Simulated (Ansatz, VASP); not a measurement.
## GaGe3 in VASP and in Ansatz

File INCAR:

```
SYSTEM = GaGe3
PREC = Accurate
ENCUT = 520
EDIFF = 1E-7
ISMEAR = -1
SIGMA = 0.15
LREAL = .FALSE.
LASPH = .TRUE.
NELM = 100
ALGO = Normal
ISIF = 2
LWAVE = .FALSE.
LCHARG = .FALSE.
GGA = PE
NBANDS = 36
```

KPOINTS

```
Automatic mesh
0
G
  6 6 6
  0 0 0
```

POSCAR

```
GaGe3
1.0
    4.2784700000      0.0000000000      0.0000000000
    0.0000000000      4.2784700000      0.0000000000
    0.0000000000      0.0000000000      4.2784700000
Ga Ge
1 3
Direct
    0.0000000000      0.0000000000      0.0000000000
    0.0000000000      0.5000000000      0.5000000000
    0.5000000000      0.0000000000      0.5000000000
    0.5000000000      0.5000000000      0.0058432103
```

Input for Ansatz:

```yaml
crystal:
  lattice:
    - [4.27847, 0.0, 0.0]
    - [0.0, 4.27847, 0.0]
    - [0.0, 0.0, 4.27847]
  atoms:
    - { symbol: Ga, position: [0.0, 0.0, 0.0] }
    - { symbol: Ge, position: [0.0, 0.5, 0.5] }
    - { symbol: Ge, position: [0.5, 0.0, 0.5] }
    - { symbol: Ge, position: [0.5, 0.5, 0.005843210306488068] }
basis:
  ecutwfc: 470.0
kpoints:
  mp_grid:
    grid: [6, 6, 6]
hamiltonian:
  xc: pbe
scf:
  max_iter: 85
  occupations:
    method: fermi_dirac
    width: 0.15
output:
  forces: true
```

The cell comes from a database or a generator and needn't be the stable form of this composition.

Alike in both runs: task single point; functional PBE; k mesh 6 × 6 × 6; occupations fermi-dirac, width 0.15 eV; no spin polarisation.

```csv
,VASP,Ansatz
version,VASP 6.6.1,Ansatz 0.2.0
potentials or method,"VASP PAW PBE potentials, release 64 (Ga_d, Ge_d)","plane waves, PAW"
plane-wave cutoff (eV),520,470
valence electrons in the cell,55,55
```

|  | VASP | Ansatz | Ansatz less VASP |
| --- | --- | --- | --- |
| rms of the force components (eV/Å) | 0.009 | 0.009 | -0.0001 |

Atom by atom the forces differ by 0.000 eV/Å (rms over components).
